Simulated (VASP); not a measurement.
Given:

```
Se
1.0
    2.22870    -3.86022     0.00000
    2.22870     3.86022     0.00000
    0.00000     0.00000     5.04900
Se
3
Direct
  0.00000   0.22500   0.66667
  0.77500   0.77500   0.00000
  0.22500   0.00000   0.33333
```

Calculation: PBE GGA, VASP's PBE PAW potentials (set 64) (plane waves; VASP). Numerical set-up: 800 eV cut-off, 5×5×4 Γ-centred mesh, Gaussian smearing of 0.050 eV, potentials Se.

**Question.** Predict the energy per atom (σ→0), largest force.

**Answer.** 
The energy per atom (σ→0) is -3502 meV/atom and the largest force comes out as 0.132 eV/Å.

Only differences to runs with the same potentials and settings are physical.

The compound is Se in the trig structure. The cell was not relaxed at this level. The run is one of a series of settings (ENCUT = 800 against the base run), some of them coarse on purpose.
